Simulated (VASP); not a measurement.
PmTe:

```
CELL_PARAMETERS angstrom
3.76291 0.00000 0.00000
0.00000 3.76291 0.00000
0.00000 0.00000 3.76291
ATOMIC_POSITIONS crystal
Pm 0.00000 0.00000 0.00000
Te 0.50000 0.50000 0.50000
```

The cell comes from a database or a generator and needn't be the stable form of this composition.

Base run:

```yaml
Program: VASP 6.6.1
Functional: LDA
Potentials_or_basis: VASP PAW PBE potentials, release 64 (Pm, Te)
Cutoff: 520 eV
k_mesh: 5 × 5 × 5
Occupations: gaussian, width 0.05 eV
Spin: collinear spin, ferromagnetic start
Starting_moments: "[4.0, 0.0] μB"
Fixed_moment: 1 μB
Hubbard_terms: Pm f U = 2 eV
```

Its results: pressure 1.2 GPa; net moment 1.00 μB per cell; site moments Pm +1.49; Te -0.05 μB.

The run is repeated on the same cell with these changes: fixed moment from 1 μB to none; further incar settings from ALGO = Normal; EDIFF = 1e-06 to ALGO = Normal; EDIFF = 1e-06; NBANDS = 22. What comes out?

Pressure 3.0 GPa; net moment 4.87 μB per cell; site moments Pm +4.58; Te -0.07 μB.

Caveats: the magnetic or orbital state may not be the lowest; the PAW data sets were made with another functional, which shifts forces and pressure a little; the U is typed as a test and isn't derived for this compound; the moment is held away from its start (some runs); the total moment is fixed, so each spin has its own Fermi level (some runs).
